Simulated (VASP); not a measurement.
Te₂W (relaxed from the marcasite structure, space group Pnnm): computed properties

All values below come from PBEsol GGA, VASP's PBE PAW potentials (set 64) (plane waves; VASP).

| Property | Result |
|---|---|
| space group | Pnnm (58) |
| cell | a = 5.972 Å, b = 6.765 Å, c = 3.469 Å, α = β = γ = 90.00° |
| volume per atom | 23.36 Å³/atom |
| band gap (over mesh and band path) | none (metal, semimetal or under 0.01 eV) |
| density | 10.40 g/cm³ |

```
CELL_PARAMETERS angstrom
      5.97221     0.00000     0.00000
      0.00000     6.76496     0.00000
      0.00000     0.00000     3.46886
ATOMIC_POSITIONS crystal
  W  0.00000 0.00000 0.00000
  W  0.50000 0.50000 0.50000
  Te 0.19556 0.35349 0.00000
  Te 0.69556 0.14651 0.50000
  Te 0.30444 0.85349 0.50000
  Te 0.80444 0.64651 0.00000
```

Unless said otherwise, spin-orbit coupling is left out, though it shifts the bands of the heavy elements here.

The structure was generated: Te2W was put into the marcasite type (Pnnm), which need not be its known phase. It was relaxed first, which changed the volume by -24 %. Symmetry was kept, so distortions that lower it aren't found.
